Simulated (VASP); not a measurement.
A cell of Tc (hcp) near equilibrium:

```
CELL_PARAMETERS angstrom
      1.36632    -2.36654     0.00000
      1.36632     2.36654     0.00000
      0.00000     0.00000     4.38552
ATOMIC_POSITIONS crystal
  Tc 0.33333 0.66667 0.25000
  Tc 0.66667 0.33333 0.75000
```

These are r2SCAN meta-GGA, VASP's PBE PAW potentials (set 64) (plane waves; VASP) values and carry that method's errors.

```tsv
run	ΔE (meV/atom)	σxx	σyy	σzz	largest shear component, with its sign (GPa)	largest force (eV/Å)
as it is	0.0	0.63	0.63	0.54	0.00	0.000
after one change	15.0	-5.86	-12.80	-5.94	0.00	0.138
```
Stress is in GPa, positive when the cell is compressed.

**Question.** What was changed between the two runs?
(A) biaxial strain of -0.5 % in the yz plane
(B) biaxial strain of -4.0 % in the xz plane
(C) atom 2 (Tc) moved by 0.050 Å along z
(D) uniaxial strain of +3.0 % along y

**Answer.** D, uniaxial strain of +3.0 % along y

The compound is Tc in the hcp structure.
